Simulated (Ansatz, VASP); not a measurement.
# Cross-check of SbAs between VASP and Ansatz

Wanted: the spread between two codes on one cell, functional and k mesh. The cell is generated by rule, not measured, and may not be a known phase. The cell is taken from a series of runs on this material, whose earlier steps may have relaxed, scaled, displaced or heated it; both programs get it as it stands.

Main program and level: Ansatz 0.2.0; plane waves, with VASP 6.6.1 beside it; single point at PBEsol.

### 1. Starting point

Symmetry: F-43m, No. 216, cubic system. Conventional cell: a = 6.187 Å, b = 6.187 Å, c = 6.187 Å, α = 90.00°, β = 90.00°, γ = 90.00°. Nearest to Sb lie 4 As at 2.68 Å. Nearest to As lie 4 Sb at 2.68 Å. Farther neighbours are not listed.

As a file:

```xyz
2
Lattice="0.0000 3.0934 3.0934 3.0934 0.0000 3.0934 3.0934 3.0934 0.0000" Properties=species:S:1:pos:R:3 pbc="T T T"
Sb    0.0000    0.0000    0.0000
As    1.5467    1.5467    1.5467
```

### 2. VASP: single point, PBEsol, pair 1

With cell and atoms fixed, the geometry can't cause a difference; cores, projectors, grids and the points listed under the comparison can.

Lines of VASP's logs that name or quote its potential files are left out, and so is its time.

Contents of INCAR:

```
SYSTEM = SbAs
PREC = Accurate
ENCUT = 500
EDIFF = 1E-06
NELM = 120
ISMEAR = 0
SIGMA = 0.1
LREAL = .FALSE.
ALGO = Normal
GGA = PS
NBANDS = 11
LORBIT = 11
LWAVE = .FALSE.
LCHARG = .FALSE.
ISIF = 2
LASPH = .TRUE.
GGA_COMPAT = .FALSE.
KPAR = 2
```

Contents of POSCAR:

```
SbAs
1.0
    0.0000000000      3.0934400000      3.0934400000
    3.0934400000      0.0000000000      3.0934400000
    3.0934400000      3.0934400000      0.0000000000
Sb As
1 1
Direct
    0.0000000000      0.0000000000      0.0000000000
    0.2500000000      0.2500000000      0.2500000000
```

Contents of KPOINTS:

```
Automatic mesh
0
Gamma
6 6 6
0 0 0
```

PAW data sets: Sb and As (PBE family, release 64).

Run with:

```
$ mpirun -np 2 vasp_std
```

Numbers of over 12 decimals in the logs are rounded to 6 here.

Output:

```text
[banner, memory and clock lines left out]
running    2 mpi-ranks, on    1 nodes
 distrk:  each k-point on    1 cores,    2 groups
 distr:  one band on    1 cores,    1 groups

 POSCAR found type information on POSCAR SbAs
 POSCAR found :  2 types and       2 ions
|                                                                             |
|               ----> ADVICE to this user running VASP <----                  |
|                                                                             |
|     You enforced a specific xc type in the INCAR file but a different       |
|     [... a line on the potential file left out ...]
|     I HOPE YOU KNOW WHAT YOU ARE DOING!                                     |
|                                                                             |

 LDA part: xc-table for (Slater+PW92), standard interpolation
 POSCAR, INCAR and KPOINTS ok, starting setup
 FFT: planning ... GRIDC
 FFT: planning ... GRID_SOFT
 FFT: planning ... GRID
 WAVECAR not read
 entering main loop
       N       E                     dE             d eps       ncg     rms          rms(c)
DAV:   1     0.282507410894E+02    0.28251E+02   -0.34493E+03   352   0.667E+02
DAV:   2    -0.710254696444E+01   -0.35353E+02   -0.34160E+02   499   0.112E+02
DAV:   3    -0.884261085848E+01   -0.17401E+01   -0.17331E+01   454   0.264E+01
DAV:   4    -0.885768703500E+01   -0.15076E-01   -0.15075E-01   399   0.295E+00
DAV:   5    -0.885785482627E+01   -0.16779E-03   -0.16779E-03   412   0.326E-01    0.385E+00
DAV:   6    -0.876189314117E+01    0.95962E-01   -0.26130E-01   361   0.184E+00    0.239E+00
DAV:   7    -0.874785307496E+01    0.14040E-01   -0.47258E-02   403   0.105E+00    0.815E-01
DAV:   8    -0.874570412857E+01    0.21489E-02   -0.58678E-03   370   0.377E-01    0.110E-01
DAV:   9    -0.874569852083E+01    0.56077E-05   -0.76470E-04   409   0.157E-01    0.346E-02
DAV:  10    -0.874569522768E+01    0.32932E-05   -0.35489E-05   379   0.362E-02    0.141E-02
DAV:  11    -0.874569667548E+01   -0.14478E-05   -0.11551E-05   396   0.154E-02    0.547E-03
DAV:  12    -0.874569662715E+01    0.48330E-07   -0.13760E-06   233   0.613E-03
   1 F= -.87456966E+01 E0= -.87436602E+01  d E =-.407277E-02
```

From OUTCAR (step 2):

```text
ion  position               nearest neighbor table
   1  0.000  0.000  0.000-   2 2.68   2 2.68   2 2.68   2 2.68
   2  0.250  0.250  0.250-   1 2.68   1 2.68   1 2.68   1 2.68

  LATTYP: Found a face centered cubic cell.
 ALAT       =     6.1868800000

 Subroutine GETGRP returns: Found 24 space group operations
 (whereof 24 operations were pure point group operations)

The static configuration has the point symmetry T_d .

 Found     16 irreducible k-points:

   k-points           NKPTS =     16   k-points in BZ     NKDIM =     16   number of bands    NBANDS=     11

   dimension x,y,z NGX =    32 NGY =   32 NGZ =   32
   dimension x,y,z NGXF=    64 NGYF=   64 NGZF=   64

   ENCUT  =  500.0 eV  36.75 Ry    6.06 a.u.   7.98  7.98  7.98*2*pi/ulx,y,z

   NELECT =      10.0000    total number of electrons

 k-points in reciprocal lattice and weights: Automatic mesh
   0.00000000  0.00000000  0.00000000       0.005
   0.16666667  0.00000000  0.00000000       0.037
   0.33333333  0.00000000  0.00000000       0.037
   0.50000000  0.00000000  0.00000000       0.019
   0.16666667  0.16666667  0.00000000       0.028
   0.33333333  0.16666667  0.00000000       0.111
   0.50000000  0.16666667  0.00000000       0.111
  -0.33333333  0.16666667  0.00000000       0.111
  -0.16666667  0.16666667  0.00000000       0.056
[...]
-0.33333333  0.33333333  0.16666667       0.111
  -0.33333333  0.50000000  0.16666667       0.056

 average (electrostatic) potential at core
       1 -87.7868       2 -49.7358

 E-fermi :   5.3151

 k-point     1 :       0.0000    0.0000    0.0000
  band No.  band energies     occupation
      1      -8.6200      2.00000
      2       0.2576      2.00000
      3       2.8518      2.00000
      4       2.8518      2.00000
      5       2.8518      2.00000
      6       5.6433      0.00000
      7       5.6433      0.00000
      8       5.6433      0.00000
      9       9.4599      0.00000
     10      12.2523      0.00000
    ...

 k-point     2 :       0.1667    0.0000    0.0000
  band No.  band energies     occupation
      1      -8.3722      2.00000
      2      -1.0674      2.00000
      3       2.5105      2.00000
      4       2.5105      2.00000
      5       3.0558      2.00000
      6       6.1326      0.00000
      7       6.1326      0.00000
      8       6.3687      0.00000
      9      10.5709      0.00000
     10      11.4649      0.00000
    ...

 k-point     3 :       0.3333    0.0000    0.0000
  band No.  band energies     occupation
      1      -7.7179      2.00000
      2      -3.0032      2.00000
      3       2.0320      2.00000
      4       2.0320      2.00000
      5       2.7364      2.00000
      6       6.7141      0.00000
      7       6.7141      0.00000
      8       8.4896      0.00000
      9      10.9480      0.00000
     10      11.7632      0.00000
    ...

  Total        2.8122215      2.8122215      2.8122215     -0.0000000      0.0000000     -0.0000000
  in kB       76.1035674     76.1035674     76.1035674     -0.0000000      0.0000000     -0.0000000
  external PRESSURE =      76.1035674 kB  Pullay stress =       0.0000000 kB

  energy-cutoff  :      500.00
  volume of cell :       59.20
      direct lattice vectors                 reciprocal lattice vectors
     0.000000000  3.093440000  3.093440000    -0.161632358  0.161632358  0.161632358
     3.093440000  0.000000000  3.093440000     0.161632358 -0.161632358  0.161632358
     3.093440000  3.093440000  0.000000000     0.161632358  0.161632358 -0.161632358

 POSITION                                       TOTAL-FORCE (eV/Angst)
 -----------------------------------------------------------------------------------
      0.00000      0.00000      0.00000        -0.000000     -0.000000      0.000000
      1.54672      1.54672      1.54672         0.000000      0.000000     -0.000000
 -----------------------------------------------------------------------------------
    total drift:                               -0.000000     -0.000000     -0.000000

  FREE ENERGIE OF THE ION-ELECTRON SYSTEM (eV)
  ---------------------------------------------------
  free  energy   TOTEN  =        -8.7456966272 eV

  energy  without entropy=       -8.7416238558  energy(sigma->0) =       -8.74366024

 total charge
# of ion       s       p       d       tot
------------------------------------------
    1        1.251   1.133   0.048   2.432
    2        1.335   1.394   0.040   2.769
--------------------------------------------------
tot          2.586   2.527   0.088   5.201

[... 3 further parts left out ...]
```

The run ends at a pressure of 7.61 GPa.

### 3. Ansatz: single point, PBEsol, pair 1

Ansatz runs on its default PAW (the set named soft_2) files.

The same cell, functional, mesh and smearing now go to Ansatz, which takes its cutoff from its data sets.

Contents of input.yaml:

```yaml
crystal:
  lattice:
    - [0.0, 3.09344, 3.09344]
    - [3.09344, 0.0, 3.09344]
    - [3.09344, 3.09344, 0.0]
  atoms:
    - { symbol: Sb, position: [0.0, 0.0, 0.0] }
    - { symbol: As, position: [0.25, 0.25, 0.25] }
kpoints:
  mp_grid: { grid: [6, 6, 6] }
hamiltonian:
  xc: pbesol
scf:
  occupations: { method: gaussian, width: 0.1 }
output:
  forces: true
  stress: true
  eigenvalues: true
```

Run with:

```
$ ansatz run input.yaml --threads 4 --pin off --max-ram 7168MiB --backend cpu --events-out ev --progress --plain --runs-dir out
```

Output:

```text
Engine: ansatz 0.2.0, aarch64-unknown-linux-gnu
Pseudopotentials: kind: paw
Pseudopotential: Sb, paw, valence charge 15, recommended cutoff 420 eV (normal), Sb.paw.azcp
Pseudopotential: As, paw, valence charge 15, recommended cutoff 420 eV (normal), As.paw.azcp
Functional definition: PBEsol
  exchange = pbesol_x
  correlation = pbesol_c
Crystal: 2 atoms, lattice volume = 59.205 Å³
Basis set: ecut = 420 eV, 1139 PW (Γ), exchange–correlation on 60×60×60 points (8 copies of the dense FFT grid, shifted against one another)
Bands: 19, of which v1, the nominal top of the filled ones, is band 15 counted from 1 (14 counted from 0)
Symmetry: 24 space group operations
Space group: F-43m (ITA 216), of the structure as read, at distance tolerance 3.9e-5 Å
k-points: 16 of 216 (time reversal used)
Non-local potential: Sb, projectors of the file, l = 0: 2, l = 1: 2, l = 2: 2, l = 3: 2
Non-local potential: As, projectors of the file, l = 0: 2, l = 1: 2, l = 2: 3, l = 3: 1
PAW form: soft (Blöchl's): semilocal exchange-correlation on the pseudo side does not see the compensation charge
PAW frozen core: Sb, regenerated for the run's functional, and the local potential with it (the file was generated under x = pbe(κ = 0.804, μ = 0.219515), c = pbe(β = 0.066725))
PAW frozen core: As, regenerated for the run's functional, and the local potential with it (the file was generated under x = pbe(κ = 0.804, μ = 0.219515), c = pbe(β = 0.066725))
PAW one-centre angular grid: Sb, 590 points (default); XC on 64 Gauss nodes
PAW one-centre angular grid: As, 590 points (default); XC on 64 Gauss nodes
Initial density: superposition of atomic densities (neutral atoms: chi_scale 0, normalization atom), corrected by the library's trained network
Initial wavefunctions: pseudopotential atomic-orbital guess
Functional: x = pbesol(κ = 0.804, μ = 0.123457), c = pbesol(β = 0.046)
SCF iter   1: F=—  HF=-11220.192214 eV  |F-HF|=—  |Δ(HF+E_count)|=         —  Δρ=2.31e-3  dr2=2.03e-3  ethr=1.77e-3  ⟨swp⟩=5.6  Hψ=1472  notcnv=0
preconditioner: auto → none  [insulator: Δε(μ)=0.248 eV  Ē_g=9.245 eV  σ=0.100 eV  W_gap=0.87  n_scr=14 (ndim 8)  ℏωp=15.3 eV  f_vac=0.056  D(μ)=0.80/eV (n_scr^D=0)  ε∞_Penn≈3.7]
SCF iter   2: F=—  HF=-11220.190799 eV  |F-HF|=—  |Δ(HF+E_count)|=   1.42e-3  Δρ=1.23e-3  dr2=4.50e-4  ethr=6.78e-6  ⟨swp⟩=2.8  Hψ=653  notcnv=0
SCF iter   3: F=—  HF=-11220.190763 eV  |F-HF|=—  |Δ(HF+E_count)|=   3.59e-5  Δρ=4.34e-4  dr2=1.09e-4  ethr=1.50e-6  ⟨swp⟩=2.0  Hψ=466  notcnv=0
SCF iter   4: F=—  HF=-11220.190766 eV  |F-HF|=—  |Δ(HF+E_count)|=   2.84e-6  Δρ=9.08e-5  dr2=2.71e-6  ethr=3.64e-7  ⟨swp⟩=2.4  Hψ=450  notcnv=0
SCF iter   5: F=—  HF=-11220.190771 eV  |F-HF|=—  |Δ(HF+E_count)|=   4.76e-6  Δρ=5.87e-5  dr2=1.33e-6  ethr=9.02e-9  ⟨swp⟩=2.0  Hψ=549  notcnv=0
SCF iter   6: F=—  HF=-11220.190769 eV  |F-HF|=—  |Δ(HF+E_count)|=   1.92e-6  Δρ=2.09e-5  dr2=1.69e-7  ethr=4.44e-9  ⟨swp⟩=2.0  Hψ=545  notcnv=0
SCF iter   7: F=-11220.190769 eV  HF=-11220.190769 eV  |F-HF|=1.93e-10  |Δ(HF+E_count)|=   1.34e-7  Δρ=1.60e-6  dr2=1.20e-9  ethr=3.33e-10  ⟨swp⟩=5.6  Hψ=1296  notcnv=0
SCF 1 converged in 7 iterations: F = -11220.190769 eV  dr2 = 1.20e-9
  greatest PAW one-centre occupation: 0.999 electrons in one spin orbital (limit 2), on the As atom at site 1 (counted from 0), in its partial waves of l = 2
SCF converged after 7 iterations
Free energy (F): -11220.190769 eV
Harris-Foulkes:  -11220.190769 eV  (|F-HF|=1.93e-10)
Internal energy: -11220.186843 eV  (E = F + TS)
E sigma→0 (E₀):  -11220.188806 eV
Entropy (-TS):   -0.003925 eV (-1.963 meV/atom)
Fermi energy:    8.653324 eV
--- Per-component energies (eV) ---
  E_band       = -459.482417
  E_kinetic    = 312.299461
  E_local      = -3769.906689  (includes V_loc(G=0)·N_el)
  E_nonlocal   = -305.027627
  E_hartree    = 1869.688419
  E_xc         = -217.007922
  E_vxc        = -176.759232  (∫ρ·V_xc dr)
  E_paw        = -6290.594220  (= ΣΔE_a)
  E_vpaw       = -259.464672  (= ΣTr[D̂ρ^β])
  E_aug_tail   = 0.000007  (compensation charges beyond the density's cutoff)
  E_ewald      = -2820.936558
  E_core_change = 1.298286  (= ΣΔE_core)
  E_smearing   = -0.003925  (= −TS)
  E_closure    = 0.000000  (closes the sum)
  Σ components = -11220.190769   (vs F -11220.190769, Δ=0.00e0)
--- Forces (eV/Å), atoms counted from 1 ---
  atom   1  Sb    -0.00000000     0.00000000     0.00000000
  atom   2  As     0.00000000    -0.00000000     0.00000000
  max |Σ_I F_I| component: 7.03e-16 eV/Å
--- Stress (GPa, compression-positive) ---
        7.318409       0.000000      -0.000000
       -0.000000       7.318409       0.000000
       -0.000000       0.000000       7.318409
  P = ⅓ Tr σ = 7.3184 GPa (73.184 kbar)
--- Band table (eV; the first three rows and the last of 16) ---
  k-point 0: bands = [... 11 lower, 3.5705, 6.2004, 6.2004, 6.2004, 8.9907, 8.9907, 8.9907, 12.8069]
  k-point 1: bands = [... 11 lower, 2.2620, 5.8603, 5.8603, 6.3960, 9.4790, 9.4790, 9.7116, 13.9178]
  k-point 2: bands = [... 11 lower, 0.3362, 5.3829, 5.3829, 6.0756, 10.0615, 10.0615, 11.8291, 14.3072]
  k-point 15: bands = [... 11 lower, -1.5790, 3.6648, 3.6871, 8.8260, 8.9613, 11.8707, 12.3593, 15.1656]
```

Reading the cycles: dr2 is the Hartree energy of the density residual (eV), the measure of convergence; HF is the Harris–Foulkes estimate of the energy, which meets the free energy F at convergence.

The run ends at a pressure of 7.32 GPa.

### 4. Differences

Known differences besides the potentials themselves: the data sets hold 30 valence electrons in Ansatz (on its default PAW (the set named soft_2) files) and 10 in VASP; the cutoff is 420 eV in Ansatz and 500 eV in VASP; Ansatz makes its cores anew for this functional, VASP keeps those of its PBE data sets. Total energies have different zeros and are not compared.

The two programs side by side:

```csv
quantity,Ansatz,VASP,difference
pressure (GPa),7.32,7.61,-0.29
```

### 5. VASP: single point, PBEsol, pair 2

A single point gives forces, pressure and levels at one fixed geometry, so differences don't come from the geometry; what else differs is listed under the comparison. This pair takes another cell of the material, with 8 atoms against 2 for the pair before.

Changes to INCAR since step 2:

```diff
@@ -5,4 +5,4 @@
 NELM = 120
-ISMEAR = 0
-SIGMA = 0.1
+ISMEAR = 1
+SIGMA = 0.2
 LREAL = .FALSE.
@@ -10,3 +10,3 @@
 GGA = PS
-NBANDS = 11
+NBANDS = 28
 LORBIT = 11
```

Contents of POSCAR:

```
SbAs
1.0
    0.0000000000     -3.2138340659     -3.2138340659
    0.0000000000      3.2138340659     -3.2138340659
   12.8553362638      0.0000000000      0.0000000000
Sb As
4 4
Direct
    0.5000000000      0.5000000000      0.2500000000
    0.5000000000      0.5000000000      0.7500000000
    0.0000000000      0.0000000000      0.0000000000
    0.0000000000      0.0000000000      0.5000000000
    0.0000000000      0.5000000000      0.8750000000
    0.0000000000      0.5000000000      0.3750000000
    0.5000000000      0.0000000000      0.6250000000
    0.5000000000      0.0000000000      0.1250000000
```

Contents of KPOINTS:

```
Automatic mesh
0
Gamma
8 8 4
0 0 0
```

Run with:

```
$ mpirun -np 2 vasp_std
```

Output:

```text
[banner, memory and clock lines left out]
running    2 mpi-ranks, on    1 nodes
[...]
[... a notice as in an earlier step ...]

 LDA part: xc-table for (Slater+PW92), standard interpolation
 POSCAR, INCAR and KPOINTS ok, starting setup
[...]
entering main loop
       N       E                     dE             d eps       ncg     rms          rms(c)
DAV:   1     0.184692553557E+03    0.18469E+03   -0.13457E+04  2520   0.108E+03
DAV:   2    -0.168936623090E+02   -0.20159E+03   -0.19650E+03  3172   0.176E+02
DAV:   3    -0.355439850331E+02   -0.18650E+02   -0.18273E+02  3092   0.563E+01
DAV:   4    -0.360365169889E+02   -0.49253E+00   -0.48757E+00  3172   0.942E+00
[...]
DAV:  11    -0.356750762866E+02   -0.16560E-04   -0.48201E-05  2992   0.266E-02    0.776E-03
DAV:  12    -0.356750744812E+02    0.18054E-05   -0.80807E-06  2848   0.112E-02    0.517E-03
DAV:  13    -0.356750750105E+02   -0.52928E-06   -0.14507E-06  1636   0.483E-03
   1 F= -.35675075E+02 E0= -.35665845E+02  d E =-.276901E-01
```

Parts of OUTCAR (step 5):

```text
  Total        0.5663795      0.5732487      0.5732487      0.0000000      0.0000000     -0.0000000
  in kB        3.4171006      3.4585441      3.4585441      0.0000000      0.0000000     -0.0000000
  external PRESSURE =       3.4447296 kB  Pullay stress =       0.0000000 kB

 POSITION                                       TOTAL-FORCE (eV/Angst)
 -----------------------------------------------------------------------------------
      3.21383      0.00000     -3.21383        -0.000000     -0.000000     -0.000000
      9.64150      0.00000     -3.21383         0.000000     -0.000000      0.000000
      0.00000      0.00000      0.00000        -0.000000     -0.000000     -0.000000
      6.42767      0.00000      0.00000         0.000000     -0.000000     -0.000000
     11.24842      1.60692     -1.60692         0.000000      0.000000      0.000000
      4.82075      1.60692     -1.60692        -0.000000      0.000000      0.000000
      8.03459     -1.60692     -1.60692        -0.000000      0.000000      0.000000
      1.60692     -1.60692     -1.60692        -0.000000      0.000000      0.000000
 -----------------------------------------------------------------------------------
    total drift:                               -0.000000     -0.000000      0.000000

  FREE ENERGIE OF THE ION-ELECTRON SYSTEM (eV)
  ---------------------------------------------------
  free  energy   TOTEN  =       -35.6750750105 eV

  energy  without entropy=      -35.6473848996  energy(sigma->0) =      -35.66584497

[... 3 further parts left out ...]
[key lines of the parts left out:]
E-fermi :   3.9541
```

The run ends at a pressure of 0.34 GPa.

### 6. Ansatz: single point, PBEsol, pair 2

The same cell, functional, mesh and smearing now go to Ansatz, which takes its cutoff from its data sets.

The cell is taken from a series of runs on this material, whose earlier steps may have relaxed, scaled, displaced or heated it; both programs get it as it stands.

Contents of input.yaml:

```yaml
crystal:
  lattice:
    - [0.0, -3.2138340659, -3.2138340659]
    - [0.0, 3.2138340659, -3.2138340659]
    - [12.8553362638, 0.0, 0.0]
  atoms:
    - { symbol: Sb, position: [0.5, 0.5, 0.25] }
    - { symbol: Sb, position: [0.5, 0.5, 0.75] }
    - { symbol: Sb, position: [0.0, 0.0, 0.0] }
    - { symbol: Sb, position: [0.0, 0.0, 0.5] }
    - { symbol: As, position: [0.0, 0.5, 0.875] }
    - { symbol: As, position: [0.0, 0.5, 0.375] }
    - { symbol: As, position: [0.5, 0.0, 0.625] }
    - { symbol: As, position: [0.5, 0.0, 0.125] }
kpoints:
  mp_grid: { grid: [8, 8, 4] }
hamiltonian:
  xc: pbesol
scf:
  occupations: { method: methfessel_paxton, width: 0.2 }
output:
  forces: true
  stress: true
  eigenvalues: true
```

Run with:

```
$ ansatz run input.yaml --threads 4 --pin off --max-ram 7168MiB --backend cpu --events-out ev --progress --plain --runs-dir out
```

Output:

```text
[...]
Crystal: 8 atoms, lattice volume = 265.559 Å³
Basis set: ecut = 420 eV, 5187 PW (Γ), exchange–correlation on 64×64×180 points (8 copies of the dense FFT grid, shifted against one another)
Bands: 72, of which v1, the nominal top of the filled ones, is band 60 counted from 1 (59 counted from 0)
Symmetry: 32 space group operations
[...]
k-point 0: bands = [... 56 lower, 4.9330, 6.1852, 6.4242, 6.4745, 6.4745, 6.5517, 6.5517, 7.5711, ... 8 higher]
  k-point 1: bands = [... 56 lower, 5.1251, 6.0904, 6.1778, 6.3313, 6.4935, 6.6510, 6.8317, 7.4483, ... 8 higher]
  k-point 2: bands = [... 56 lower, 5.5808, 5.5808, 6.2121, 6.2121, 6.6138, 6.6138, 7.1590, 7.1590, ... 8 higher]
  k-point 44: bands = [... 56 lower, 6.8818, 6.8818, 6.8818, 6.8818, 7.0284, 7.0284, 7.0284, 7.0284, ... 8 higher]
[key lines of the parts left out:]
SCF converged after 7 iterations
Free energy (F): -44881.416058 eV
Fermi energy:    6.940546 eV
P = ⅓ Tr σ = 0.2148 GPa (2.148 kbar)
```

The run ends at a pressure of 0.21 GPa.

### 7. Side by side

What differs besides the data sets and the points named for the pairs above, as far as they apply: the data sets hold 120 valence electrons in Ansatz (on its default PAW (the set named soft_2) files) and 40 in VASP. Total energies have different zeros and are not compared.

The two programs side by side:

```csv
quantity,Ansatz,VASP,difference
pressure (GPa),0.21,0.34,-0.13
```

(Continued in part 2 of 2.)

[Lines on the potential files, build, host, timing and source positions are cut from VASP's logs without a mark.]

[Logs are printed without paths, hosts, clocks, repeated set-up lines and the standing remarks that a program may print on its own settings, such as how far it seeks lower states.]

[Hosts, paths, dates, database ids (printed as entryN), source tags and the programs' standing remarks are cut or masked in the printed files.]
